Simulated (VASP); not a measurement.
An input for Ansatz (written as the equivalent of a VASP run, and not itself run):

Ansatz 0.2 input:
```yaml
crystal:
  lattice:
    - [0.0000000, 2.5859354, 2.5859354]
    - [2.5859354, 0.0000000, 2.5859354]
    - [2.5859354, 2.5859354, 0.0000000]
  atoms:
    - { symbol: Sr, position: [0.0000000, 0.0000000, 0.0000000] }
    - { symbol: O, position: [0.5000000, 0.5000000, 0.5000000] }
kpoints:
  mp_grid: { grid: [10, 10, 10] }
hamiltonian:
  xc: pbe
  dispersion: d4
  pseudopotentials: { kind: paw }
scf:
  occupations: { method: tetrahedron }
  max_iter: 100
output: { forces: true, stress: true, eigenvalues: true }
```

### Question
Write the VASP files for the same calculation (PBE-D4).

### Answer
This is not unique; one that fits is 
File KPOINTS:
```
kpoints
0
G
10 10 10
```

### INCAR
```
# general
SYSTEM  = SrO
PREC    = Accurate
ENCUT   = 520
LREAL   = F
LASPH   = T

# electronic loop
EDIFF   = 1E-7
NELM    = 100
ALGO    = Normal
LMAXMIX = 4

# smearing
ISMEAR  = -5

# functional
GGA     = PE
IVDW    = 13

# ions
ISIF    = 2

# output
LWAVE   = F
LCHARG  = T
LORBIT  = 11
NEDOS   = 601
```

### POSCAR
```
SrO
1.0
  0.0000000000   2.5859354018   2.5859354018
  2.5859354018   0.0000000000   2.5859354018
  2.5859354018   2.5859354018   0.0000000000
Sr O
1 1
Cart
  0.0000000000   0.0000000000   0.0000000000
  2.5859354018   2.5859354018   2.5859354018
```

POTCAR, in this order: Sr_sv O (PBE.64 set). Program: vasp_std.

Limits of the translation: each code has its own PAW files, so the cut-off isn't converted (ENCUT is set for VASP's; basis.ecutwfc is left out, and Ansatz then takes the one that its files recommend); Ansatz stops its SCF on the density residual and VASP on the energy change (EDIFF).

The compound is SrO in the rock salt structure. It was relaxed first.
